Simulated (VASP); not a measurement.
Calculation: PBE GGA, VASP's PBE PAW potentials (set 64) (plane waves; VASP).

A VASP calculation is set up with these files.

### POSCAR
```
CuI
4.2779960
  0.0000000000   0.7071067855   0.7071067855
  0.7071067855   0.0000000000   0.7071067855
  0.7071067855   0.7071067855   0.0000000000
Cu I
1 1
Cart
  0.0000000000   0.0000000000   0.0000000000
  0.3535533928   0.3535533928   0.3535533928
```

INCAR:
```
ISIF = 2
EDIFF = 1E-6
LREAL = .FALSE.
SIGMA = 0.05   # width (eV)
ALGO = Normal   # blocked Davidson
PREC = Accurate
LASPH = .TRUE.   # aspherical one-centre terms
LWAVE = .FALSE.
ENCUT = 400
SYSTEM = CuI
ISMEAR = 0   # Gaussian
NELM = 100   # most electronic steps
GGA = PE   # PBE
LCHARG = .FALSE.
LMAXMIX = 4
```

File KPOINTS:
```
Automatic mesh
0
Gamma
6 6 6
0 0 0
```

POTCAR, in this order: Cu I (PBE.64 set). Program: vasp_std.

The resulting files:

File OUTCAR:
```
 ion  position               nearest neighbor table
   1  0.000  0.000  0.000-   2 2.62   2 2.62   2 2.62   2 2.62
   2  0.250  0.250  0.250-   1 2.62   1 2.62   1 2.62   1 2.62
  LATTYP: Found a face centered cubic cell.
 ALAT       =     6.0500000000
 Subroutine PRICEL returns:
 Original cell was already a primitive cell.
 Subroutine GETGRP returns: Found 24 space group operations
The static configuration has the point symmetry T_d .
The dynamic configuration has the point symmetry T_d .
 Subroutine INISYM returns: Found 24 space group operations
 Subroutine IBZKPT returns following result:
 Found     16 irreducible k-points:

 Following reciprocal coordinates:
            Coordinates               Weight
  0.000000  0.000000  0.000000      1.000000
  0.166667  0.000000  0.000000      8.000000
  0.333333  0.000000  0.000000      8.000000
  0.500000  0.000000  0.000000      4.000000
  0.166667  0.166667  0.000000      6.000000
  0.333333  0.166667  0.000000     24.000000
  0.500000  0.166667  0.000000     24.000000
 -0.333333  0.166667  0.000000     24.000000
 -0.166667  0.166667  0.000000     12.000000
  0.333333  0.333333  0.000000      6.000000
  0.500000  0.333333  0.000000     24.000000
 -0.333333  0.333333  0.000000     12.000000
  0.500000  0.500000  0.000000      3.000000
  0.500000  0.333333  0.166667     24.000000
 -0.333333  0.333333  0.166667     24.000000
 -0.333333  0.500000  0.166667     12.000000
   k-points           NKPTS =     16   k-points in BZ     NKDIM =     16   number of bands    NBANDS=     13
   number of dos      NEDOS =    301   number of ions     NIONS =      2
   total plane-waves  NPLWV =  21952
   dimension x,y,z NGX =    28 NGY =   28 NGZ =   28
   dimension x,y,z NGXF=    56 NGYF=   56 NGZF=   56
   ions per type =               1   1
   PREC   = accura    normal or accurate (medium, high low for compatibility)
   ISTART =      0    job   : 0-new  1-cont  2-samecut
   ICHARG =      2    charge: 1-file 2-atom 10-const
   ISPIN  =      1    spin polarized calculation?
   LNONCOLLINEAR =      F non collinear calculations
   LSORBIT =      F    spin-orbit coupling
   INIWAV =      1    electr: 0-lowe 1-rand  2-diag
   ENCUT  =  400.0 eV  29.40 Ry    5.42 a.u.   6.98  6.98  6.98*2*pi/ulx,y,z
   NELM   =    100;   NELMIN=  2; NELMDL= -5     # of ELM steps
   EDIFF  = 0.1E-05   stopping-criterion for ELM
   LREAL  =      F    real-space projection
   NLSPLINE    = F    spline interpolate recip. space projectors
   LMAXMIX     =    4 max onsite mixed and CHGCAR
   VOSKOWN=      0    Vosko Wilk Nusair interpolation
   EDIFFG = 0.1E-04   stopping-criterion for IOM
   NSW    =      0    number of steps for IOM
   NBLOCK =      1;   KBLOCK =      1    inner block; outer block
   IBRION =     -1    ionic relax: 0-MD 1-quasi-New 2-CG
   NFREE  =      0    steps in history (QN), initial steepest desc. (CG)
   ISIF   =      2    stress and relaxation
   ISYM   =      2    0-nonsym 1-usesym 2-fastsym
   TEIN   =    0.0    initial temperature
   TEBEG  =    0.0;   TEEND  =   0.0 temperature during run
   SMASS  =  -3.00    Nose mass-parameter (am)
   PSTRESS=    0.0 pullay stress
   NELECT =      18.0000    total number of electrons
   EFERMI =   0.00;   METHOD = LEGACY
   ISMEAR =     0;   SIGMA  =   0.05  broadening in eV -4-tet -1-fermi 0-gaus
   IALGO  =     38    algorithm
   LDIAG  =      T    sub-space diagonalisation (order eigenvalues)
   IMIX   =      4    mixing-type and parameters
     AMIX     =   0.40;   BMIX     =  1.00
     AMIX_MAG =   1.60;   BMIX_MAG =  1.00
     AMIN     =   0.10
   GGA     = PE    functional components
   VOSKOWN =     0    Vosko Wilk Nusair interpolation
   LHFCALC =     F    Hartree Fock is set to
...
```

**OSZICAR**
```
       N       E                     dE             d eps       ncg     rms          rms(c)
DAV:   1     0.989662510580E+02    0.98966E+02   -0.69492E+03   416   0.119E+03
DAV:   2     0.103302644281E+01   -0.97933E+02   -0.92044E+02   421   0.245E+02
DAV:   3    -0.554519541365E+01   -0.65782E+01   -0.64917E+01   561   0.756E+01
DAV:   4    -0.577190861326E+01   -0.22671E+00   -0.22658E+00   502   0.125E+01
DAV:   5    -0.577871810050E+01   -0.68095E-02   -0.68092E-02   597   0.222E+00    0.526E+00
DAV:   6    -0.570122124945E+01    0.77497E-01   -0.34975E+00   449   0.534E+01    0.345E+00
DAV:   7    -0.555887171234E+01    0.14235E+00   -0.79050E-01   451   0.316E+01    0.172E+00
DAV:   8    -0.556170744583E+01   -0.28357E-02   -0.49301E-02   617   0.379E+00    0.470E-01
DAV:   9    -0.555863690605E+01    0.30705E-02   -0.15538E-02   507   0.391E+00    0.133E-01
DAV:  10    -0.555881246399E+01   -0.17556E-03   -0.75113E-04   486   0.272E-01    0.606E-02
DAV:  11    -0.555885452757E+01   -0.42064E-04   -0.37981E-04   506   0.588E-01    0.316E-02
DAV:  12    -0.555885156114E+01    0.29664E-05   -0.34557E-05   641   0.124E-01    0.273E-02
DAV:  13    -0.555885035481E+01    0.12063E-05   -0.11474E-06   328   0.284E-02    0.185E-02
DAV:  14    -0.555884968102E+01    0.67378E-06   -0.10664E-05   619   0.897E-02    0.465E-03
DAV:  15    -0.555884986798E+01   -0.18696E-06   -0.12856E-06   341   0.856E-03
   1 F= -.55588499E+01 E0= -.55588499E+01  d E =-.862288E-13
```

File OUTCAR:
```
------------------------ aborting loop because EDIFF is reached ----------------------------------------
  FORCE on cell =-STRESS in cart. coord.  units (eV):
  Direction    XX          YY          ZZ          XY          YZ          ZX
  --------------------------------------------------------------------------------------
  Total        0.1481655      0.1481655      0.1481655      0.0000000      0.0000000     -0.0000000
  in kB        4.2879667      4.2879667      4.2879667      0.0000000      0.0000000     -0.0000000
  external PRESSURE =       4.2879667 kB  Pullay stress =       0.0000000 kB
  volume of cell :       55.36
      direct lattice vectors                 reciprocal lattice vectors
     0.000000000  3.025000000  3.025000000    -0.165289256  0.165289256  0.165289256
     3.025000000  0.000000000  3.025000000     0.165289256 -0.165289256  0.165289256
     3.025000000  3.025000000  0.000000000     0.165289256  0.165289256 -0.165289256
  FREE ENERGIE OF THE ION-ELECTRON SYSTEM (eV)
  ---------------------------------------------------
  free  energy   TOTEN  =        -5.5588498680 eV

  energy  without entropy=       -5.5588498680  energy(sigma->0) =       -5.55884987
```
(Selected blocks of OUTCAR.)

The compound is CuI in the zinc blende structure. The cell was not relaxed at this level.
